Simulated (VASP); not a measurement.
Input for VASP

INCAR:
```
SYSTEM = Bi
PREC = Accurate
ENCUT = 400
EDIFF = 1E-6
NELM = 100
ALGO = Normal
LREAL = .FALSE.
LASPH = .TRUE.
ISMEAR = 1
SIGMA = 0.1
GGA = PE
LMAXMIX = 4
LWAVE = .FALSE.
LCHARG = .FALSE.
ISIF = 2
LSORBIT = .TRUE.
MAGMOM = 0 0 0 0 0 0
GGA_COMPAT = .FALSE.
```

POSCAR:
```
Bi
1
    4.2491360000    -2.3205000000     0.0000000000
    4.2491360000     2.3205000000     0.0000000000
    2.9818850000     0.0000000000     3.8142160000
Bi
2
Direct
  0.2340000000   0.2340000000   0.2340000000
  0.7660000000   0.7660000000   0.7660000000
```

### KPOINTS
```
Regular mesh
0
gamma
 7 7 7
0 0 0
```

POTCAR, in this order: Bi_d (PBE.64 set). Program: vasp_ncl.

Write an equivalent input for Ansatz.

One equivalent input (not run):
Ansatz 0.2 input:
```yaml
crystal:
  lattice:
    - [4.2491360, -2.3205000, 0.0000000]
    - [4.2491360, 2.3205000, 0.0000000]
    - [2.9818850, 0.0000000, 3.8142160]
  atoms:
    - { symbol: Bi, position: [0.2340000, 0.2340000, 0.2340000] }
    - { symbol: Bi, position: [0.7660000, 0.7660000, 0.7660000] }
kpoints:
  mp_grid: { grid: [7, 7, 7] }
hamiltonian:
  xc: pbe
  pseudopotentials: { kind: paw }
magnetization: { noncollinear: true, spin_orbit: true }
scf:
  occupations: { method: methfessel_paxton, width: 0.1 }
  max_iter: 100
output: { forces: true, stress: true, eigenvalues: true }
```
Limits of the translation: each code has its own PAW files, so the cut-off isn't converted (ENCUT is set for VASP's; basis.ecutwfc is left out, and Ansatz then takes the one that its files recommend); Ansatz stops its SCF on the density residual and VASP on the energy change (EDIFF).

The compound is Bi in the a7 structure. The cell was not relaxed at this level.
